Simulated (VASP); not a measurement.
Method: r2SCAN meta-GGA, VASP's PBE PAW potentials (set 64) (plane waves; VASP 6.6.1).

Input for VASP

File KPOINTS:
```
Automatic mesh
0
Gamma
8 8 2
0 0 0
```

### INCAR
```
METAGGA = R2SCAN
PREC = Accurate
LWAVE = F
LCHARG = F
SIGMA = 0.05   ! width (eV)
ENCUT = 520   ! plane-wave cut-off (eV)
LMIXTAU = T
EDIFFG = -0.01   ! ionic stop
IBRION = 2
SYSTEM = MoS2
ALGO = Normal   ! blocked Davidson
LASPH = T   ! aspherical one-centre terms
LREAL = F
LMAXMIX = 4   ! l cut-off of mixed one-centre charges
ISIF = 4   ! ions and shape, fixed volume
ISMEAR = 0   ! Gaussian
NSW = 30   ! most ionic steps
NELM = 100
EDIFF = 1E-7   ! SCF stop (eV)
```

POSCAR:
```
MoS2
1.0
  1.5762220084  -2.7300963233   0.0000000000
  1.5762220084   2.7300963233   0.0000000000
  0.0000000000   0.0000000000  12.8693101332
Mo S
2 4
direct
  0.3333330000   0.6666670000   0.2500000000
  0.6666670000   0.3333330000   0.7500000000
  0.3333330000   0.6666670000   0.8693928212
  0.6666670000   0.3333330000   0.3693928212
  0.6666670000   0.3333330000   0.1306071788
  0.3333330000   0.6666670000   0.6306071788
```

POTCAR, in this order: Mo_sv S (PBE.64 set). Program: vasp_std.

The resulting files:

**OUTCAR**
```
 ion  position               nearest neighbor table
   1  0.333  0.667  0.250-   4 2.38   5 2.38   4 2.38   5 2.38   4 2.38   5 2.38
   2  0.667  0.333  0.750-   3 2.38   6 2.38   3 2.38   6 2.38   3 2.38   6 2.38
   3  0.333  0.667  0.869-   2 2.38   2 2.38   2 2.38
   4  0.667  0.333  0.369-   1 2.38   1 2.38   1 2.38
   5  0.667  0.333  0.131-   1 2.38   1 2.38   1 2.38
   6  0.333  0.667  0.631-   2 2.38   2 2.38   2 2.38
  LATTYP: Found a hexagonal cell.
 ALAT       =     3.1524437750
 C/A-ratio  =     4.0823282037
 Subroutine PRICEL returns:
 Original cell was already a primitive cell.
 Subroutine GETGRP returns: Found 24 space group operations
The static configuration has the point symmetry D_3d.
 The point group associated with its full space group is D_6h.
The dynamic configuration has the point symmetry D_3d.
 Subroutine INISYM returns: Found 24 space group operations
 Subroutine IBZKPT returns following result:
 Found     20 irreducible k-points:

 Following reciprocal coordinates:
            Coordinates               Weight
  0.000000  0.000000  0.000000      1.000000
  0.125000  0.000000  0.000000      6.000000
  0.250000  0.000000  0.000000      6.000000
...
```

**OSZICAR**
```
...
DAV:  19    -0.900336181448E+02   -0.23622E-03   -0.86397E-04  1659   0.174E-01    0.109E-01
DAV:  20    -0.900334215302E+02    0.19661E-03   -0.13876E-04  1410   0.795E-02    0.510E-02
DAV:  21    -0.900335682576E+02   -0.14673E-03   -0.63853E-05  1452   0.606E-02    0.244E-02
DAV:  22    -0.900336408073E+02   -0.72550E-04   -0.31261E-05  1331   0.480E-02    0.184E-02
DAV:  23    -0.900336502818E+02   -0.94746E-05   -0.38676E-05  1633   0.418E-02    0.569E-02
DAV:  24    -0.900336537182E+02   -0.34363E-05   -0.27357E-06  1349   0.986E-03    0.500E-02
DAV:  25    -0.900336588164E+02   -0.50982E-05   -0.54959E-06  1422   0.139E-02    0.298E-02
DAV:  26    -0.900336599217E+02   -0.11053E-05   -0.16829E-06  1304   0.927E-03    0.186E-02
DAV:  27    -0.900336601103E+02   -0.18856E-06   -0.23509E-07  1195   0.305E-03    0.878E-03
DAV:  28    -0.900336613630E+02   -0.12527E-05   -0.98973E-07  1210   0.678E-03    0.230E-03
DAV:  29    -0.900336614424E+02   -0.79390E-07   -0.55783E-08   767   0.171E-03
   1 F= -.90033661E+02 E0= -.90033661E+02  d E =-.900337E+02
       N       E                     dE             d eps       ncg     rms          rms(c)
DAV:   1    -0.900451931600E+02   -0.11532E-01   -0.31115E+00  1261   0.745E+00    0.164E+00
DAV:   2    -0.900518962005E+02   -0.67030E-02   -0.14103E-01  1516   0.170E+00    0.766E-01
DAV:   3    -0.900589291346E+02   -0.70329E-02   -0.12291E-02  1415   0.811E-01    0.490E-01
DAV:   4    -0.900591321974E+02   -0.20306E-03   -0.48822E-03  1600   0.381E-01    0.193E-01
DAV:   5    -0.900591193860E+02    0.12811E-04   -0.91226E-04  1518   0.170E-01    0.404E-02
DAV:   6    -0.900591249881E+02   -0.56021E-05   -0.11530E-04  1552   0.653E-02    0.404E-02
DAV:   7    -0.900591447199E+02   -0.19732E-04   -0.82754E-06  1433   0.184E-02    0.236E-02
DAV:   8    -0.900591516711E+02   -0.69512E-05   -0.26344E-06  1471   0.124E-02    0.162E-02
DAV:   9    -0.900591518845E+02   -0.21339E-06   -0.15207E-06  1564   0.793E-03    0.699E-03
DAV:  10    -0.900591534941E+02   -0.16096E-05   -0.16846E-06  1256   0.967E-03    0.617E-03
DAV:  11    -0.900591535475E+02   -0.53409E-07   -0.83360E-08   921   0.222E-03
   2 F= -.90059154E+02 E0= -.90059154E+02  d E =-.254921E-01
       N       E                     dE             d eps       ncg     rms          rms(c)
DAV:   1    -0.900592600026E+02   -0.10651E-03   -0.23445E-02  1268   0.642E-01    0.150E-01
DAV:   2    -0.900593366923E+02   -0.76690E-04   -0.10348E-03  1508   0.146E-01    0.629E-02
DAV:   3    -0.900593811163E+02   -0.44424E-04   -0.68504E-05  1413   0.612E-02    0.426E-02
DAV:   4    -0.900593869078E+02   -0.57914E-05   -0.39496E-05  1597   0.352E-02    0.163E-02
DAV:   5    -0.900593839210E+02    0.29868E-05   -0.14428E-05  1463   0.203E-02    0.239E-03
DAV:   6    -0.900593837041E+02    0.21689E-06   -0.96013E-07  1307   0.529E-03    0.369E-03
DAV:   7    -0.900593837606E+02   -0.56508E-07   -0.48409E-08   851   0.155E-03
   3 F= -.90059384E+02 E0= -.90059384E+02  d E =-.257223E-01
       N       E                     dE             d eps       ncg     rms          rms(c)
DAV:   1    -0.901211655240E+02   -0.61782E-01   -0.32137E+00  1240   0.115E+01    0.180E+00
DAV:   2    -0.900780645973E+02    0.43101E-01   -0.22467E-01  1412   0.287E+00    0.960E-01
DAV:   3    -0.900752770680E+02    0.27875E-02   -0.18454E-02  1454   0.943E-01    0.427E-01
DAV:   4    -0.900729438097E+02    0.23333E-02   -0.11378E-02  1447   0.637E-01    0.217E-01
DAV:   5    -0.900735331083E+02   -0.58930E-03   -0.13265E-03  1478   0.255E-01    0.772E-02
DAV:   6    -0.900735555180E+02   -0.22410E-04   -0.23851E-04  1578   0.959E-02    0.320E-02
DAV:   7    -0.900735548969E+02    0.62109E-06   -0.82344E-05  1503   0.667E-02    0.134E-02
DAV:   8    -0.900735662420E+02   -0.11345E-04   -0.45611E-05  1397   0.557E-02    0.564E-03
DAV:   9    -0.900735735478E+02   -0.73058E-05   -0.64775E-06  1485   0.220E-02    0.220E-03
DAV:  10    -0.900735746233E+02   -0.10755E-05   -0.19976E-06  1408   0.944E-03    0.123E-03
DAV:  11    -0.900735737985E+02    0.82475E-06   -0.19937E-07   986   0.395E-03    0.789E-04
DAV:  12    -0.900735743065E+02   -0.50794E-06   -0.81732E-08   851   0.214E-03    0.288E-04
DAV:  13    -0.900735738064E+02    0.50006E-06   -0.57272E-08   823   0.181E-03    0.153E-04
DAV:  14    -0.900735739096E+02   -0.10319E-06   -0.94324E-09   781   0.604E-04    0.149E-04
DAV:  15    -0.900735739148E+02   -0.51959E-08   -0.20844E-09   746   0.275E-04
   4 F= -.90073574E+02 E0= -.90073574E+02  d E =-.141902E-01
       N       E                     dE             d eps       ncg     rms          rms(c)
DAV:   1    -0.901119283021E+02   -0.38354E-01   -0.23514E+00  1240   0.987E+00    0.155E+00
DAV:   2    -0.900806364384E+02    0.31292E-01   -0.16318E-01  1376   0.244E+00    0.816E-01
DAV:   3    -0.900785698418E+02    0.20666E-02   -0.13432E-02  1469   0.801E-01    0.365E-01
DAV:   4    -0.900768759132E+02    0.16939E-02   -0.84028E-03  1440   0.548E-01    0.185E-01
DAV:   5    -0.900773251706E+02   -0.44926E-03   -0.10106E-03  1471   0.223E-01    0.648E-02
DAV:   6    -0.900773469092E+02   -0.21739E-04   -0.17182E-04  1585   0.818E-02    0.274E-02
DAV:   7    -0.900773430836E+02    0.38256E-05   -0.59399E-05  1511   0.570E-02    0.114E-02
DAV:   8    -0.900773547264E+02   -0.11643E-04   -0.34093E-05  1390   0.484E-02    0.468E-03
DAV:   9    -0.900773583839E+02   -0.36575E-05   -0.47767E-06  1443   0.189E-02    0.191E-03
DAV:  10    -0.900773594231E+02   -0.10392E-05   -0.15122E-06  1354   0.833E-03    0.109E-03
DAV:  11    -0.900773582973E+02    0.11258E-05   -0.15563E-07   942   0.351E-03    0.648E-04
DAV:  12    -0.900773589291E+02   -0.63181E-06   -0.55888E-08   816   0.180E-03    0.235E-04
DAV:  13    -0.900773582483E+02    0.68078E-06   -0.39663E-08   753   0.154E-03    0.133E-04
DAV:  14    -0.900773584160E+02   -0.16766E-06   -0.64175E-09   725   0.516E-04    0.124E-04
DAV:  15    -0.900773584090E+02    0.69758E-08   -0.13514E-09   690   0.221E-04
   5 F= -.90077358E+02 E0= -.90077358E+02  d E =-.179746E-01
       N       E                     dE             d eps       ncg     rms          rms(c)
DAV:   1    -0.900774193052E+02   -0.60889E-04   -0.44603E-03  1240   0.430E-01    0.699E-02
DAV:   2    -0.900773596028E+02    0.59702E-04   -0.31551E-04  1407   0.107E-01    0.363E-02
DAV:   3    -0.900773562192E+02    0.33836E-05   -0.26226E-05  1477   0.351E-02    0.160E-02
DAV:   4    -0.900773527389E+02    0.34803E-05   -0.16929E-05  1410   0.246E-02    0.865E-03
DAV:   5    -0.900773544042E+02   -0.16653E-05   -0.21244E-06  1427   0.103E-02    0.272E-03
DAV:   6    -0.900773542918E+02    0.11244E-06   -0.42732E-07  1272   0.419E-03    0.129E-03
DAV:   7    -0.900773548286E+02   -0.53678E-06   -0.13086E-07   746   0.290E-03    0.406E-04
DAV:   8    -0.900773544184E+02    0.41013E-06   -0.65529E-08   676   0.219E-03    0.193E-04
DAV:   9    -0.900773546525E+02   -0.23402E-06   -0.11959E-08   648   0.768E-04    0.170E-04
DAV:  10    -0.900773545459E+02    0.10653E-06   -0.28068E-09   641   0.348E-04    0.115E-04
DAV:  11    -0.900773546873E+02   -0.14134E-06   -0.18880E-09   641   0.346E-04    0.359E-05
DAV:  12    -0.900773546476E+02    0.39703E-07   -0.53321E-10   641   0.146E-04
   6 F= -.90077355E+02 E0= -.90077355E+02  d E =-.179709E-01
       N       E                     dE             d eps       ncg     rms          rms(c)
DAV:   1    -0.900773545568E+02    0.13050E-06   -0.21809E-03  1254   0.189E-01    0.440E-02
DAV:   2    -0.900773609673E+02   -0.64105E-05   -0.93525E-05  1493   0.439E-02    0.186E-02
DAV:   3    -0.900773641510E+02   -0.31837E-05   -0.51690E-06  1298   0.171E-02    0.122E-02
DAV:   4    -0.900773640196E+02    0.13138E-06   -0.35338E-06  1556   0.110E-02    0.549E-03
DAV:   5    -0.900773642047E+02   -0.18506E-06   -0.14657E-06  1268   0.660E-03    0.898E-04
DAV:   6    -0.900773642652E+02   -0.60494E-07   -0.89096E-08   739   0.168E-03
   7 F= -.90077364E+02 E0= -.90077364E+02  d E =-.961759E-05
```

File OUTCAR:
```
------------------------ aborting loop because EDIFF is reached ----------------------------------------
  FORCE on cell =-STRESS in cart. coord.  units (eV):
  Direction    XX          YY          ZZ          XY          YZ          ZX
  --------------------------------------------------------------------------------------
  Total        0.5034874      0.5034873      0.4592449      0.0000000      0.0000000      0.0000000
  in kB        7.2831381      7.2831364      6.6431544      0.0000000      0.0000000      0.0000000
  external PRESSURE =       7.0698096 kB  Pullay stress =       0.0000000 kB
  volume of cell :      110.76
      direct lattice vectors                 reciprocal lattice vectors
     1.589300220 -2.752748403  0.000000000     0.314603870 -0.181636651  0.000000000
     1.589300220  2.752748403 -0.000000000     0.314603870  0.181636651  0.000000000
    -0.000000000  0.000000000 12.658380945    -0.000000000  0.000000000  0.078999045
 POSITION                                       TOTAL-FORCE (eV/Angst)
 -----------------------------------------------------------------------------------
      1.58930      0.91758      3.16460         0.000000     -0.000000     -0.000000
      1.58930     -0.91758      9.49379        -0.000000      0.000000     -0.000000
      1.58930      0.91758     11.04709         0.000000     -0.000000     -0.003119
      1.58930     -0.91758      4.71790        -0.000000      0.000000     -0.003119
      1.58930     -0.91758      1.61129         0.000000      0.000000      0.003119
      1.58930      0.91758      7.94048        -0.000000     -0.000000      0.003119
 -----------------------------------------------------------------------------------
    total drift:                               -0.000000      0.001610     -0.000028
  FREE ENERGIE OF THE ION-ELECTRON SYSTEM (eV)
  ---------------------------------------------------
  free  energy   TOTEN  =       -90.0773642652 eV

  energy  without entropy=      -90.0773642652  energy(sigma->0) =      -90.07736427

 reached required accuracy - stopping structural energy minimisation
```
(Selected blocks of OUTCAR.)

### CONTCAR
```
MoS2
   1.00000000000000
     1.5893002196874335   -2.7527484034533320    0.0000000000000000
     1.5893002196874335    2.7527484034533320   -0.0000000000000000
    -0.0000000000000000    0.0000000000000000   12.6583809451909417
  Mo              S
     2     4
Direct
     0.3333330000000032    0.6666669999999968    0.2500000000000000
     0.6666669999999968    0.3333330000000032    0.7500000000000000
     0.3333330000000032    0.6666669999999968    0.8727098316928439
     0.6666669999999968    0.3333330000000032    0.3727098316928439
     0.6666669999999968    0.3333330000000032    0.1272901683071561
     0.3333330000000032    0.6666669999999968    0.6272901683071561
```

File OUTCAR:
```
 val. band max:        6.9072954295   @ k =   0.0000   0.0000   0.0000

 cond. band min:       8.1401889445   @ k =   0.2500   0.1250   0.0000


 Fermi energy:         7.2166458493

 k-point     1 :       0.0000    0.0000    0.0000
  band No.  band energies     occupation
      1     -56.5330      2.00000
      2     -56.5330      2.00000
      3     -29.9496      2.00000
      4     -29.9496      2.00000
      5     -29.7346      2.00000
      6     -29.7346      2.00000
      7     -29.7346      2.00000
      8     -29.7346      2.00000
      9      -8.6380      2.00000
     10      -8.4507      2.00000
     11      -7.3032      2.00000
     12      -6.9866      2.00000
     13      -0.0559      2.00000
     14       0.7772      2.00000
     15       3.4565      2.00000
     16       3.4565      2.00000
     17       3.4658      2.00000
     18       3.4658      2.00000
     19       3.5234      2.00000
     20       4.6005      2.00000
     21       4.6006      2.00000
     22       4.6318      2.00000
     23       4.6318      2.00000
     24       5.4632      2.00000
     25       5.8941      2.00000
     26       6.9073      2.00000
     27       9.2032      0.00000
     28       9.2033      0.00000
     29       9.2221      0.00000
     30       9.2222      0.00000
     31       9.4074      0.00000

 k-point     2 :       0.1250    0.0000    0.0000
  band No.  band energies     occupation
      1     -56.5268      2.00000
      2     -56.5268      2.00000
      3     -29.9374      2.00000
      4     -29.9373      2.00000
      5     -29.7955      2.00000
      6     -29.7955      2.00000
      7     -29.7484      2.00000
      8     -29.7484      2.00000
      9      -8.3986      2.00000
     10      -8.2141      2.00000
     11      -7.1991      2.00000
     12      -6.9042      2.00000
     13       0.2090      2.00000
     14       1.0312      2.00000
     15       2.9681      2.00000
     16       2.9933      2.00000
     17       3.0189      2.00000
...
```

The compound is MoS2 in the 2H layered structure. This cell is one point of a volume scan, at 0.97 of the reference volume. Symmetry was kept, so distortions that lower it aren't found.
